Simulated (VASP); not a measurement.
Data:

```xyz
4
Lattice="0.0000 3.7100 3.7100 3.7100 0.0000 3.7100 3.7100 3.7100 0.0000" Properties=species:S:1:pos:R:3 pbc="T T T"
Pr     0.0000     0.0000     0.0000
Mg     3.7100     3.7100     3.7100
Mg     5.5650     5.5650     5.5650
Mg     1.8550     1.8550     1.8550
```

These are r2SCAN meta-GGA, VASP's PBE PAW potentials (set 64) (plane waves; VASP) values and carry that method's errors. Run with 480 eV cut-off, 8×8×8 Γ-centred mesh, first-order Methfessel-Paxton smearing of 0.10 eV, potentials Pr_3 Mg.

The 4f electrons are frozen in the core of the lanthanide potential, so 4f levels, which can set the real gap, and their magnetism are missing.

Each row applies one change to this cell, which was relaxed at other settings and keeps the small stress of the first row; at a fixed cut-off the stress holds a Pulay part, so it need not integrate to ΔE exactly. Stress is in GPa, positive when the cell is compressed.

```csv
change,ΔE (meV/atom),σxx,σyy,σzz,"largest shear component, with its sign (GPa)",largest force (eV/Å)
none,0.0,0.07,0.07,0.07,0.00,0.000
isotropic strain of -1.0 %,3.4,1.36,1.36,1.36,0.00,0.000
uniaxial strain of +1.5 % along x,0.9,-0.80,-0.36,-0.36,0.00,0.000
isotropic strain of -3.0 %,29.5,4.42,4.42,4.42,0.00,0.000
isotropic strain of -2.0 %,13.0,2.80,2.80,2.80,0.00,0.000
isotropic strain of +2.0 %,10.2,-2.08,-2.08,-2.08,0.00,0.000
```

Failed runs are left out, and for metals the shear rows, which the mesh's noise covers.

The structure comes from a computed database's PrMg3 entry (Fm-3m); how it stands against other phases isn't given here. The electron count is odd and the run is not spin-polarised, which forces a metal.
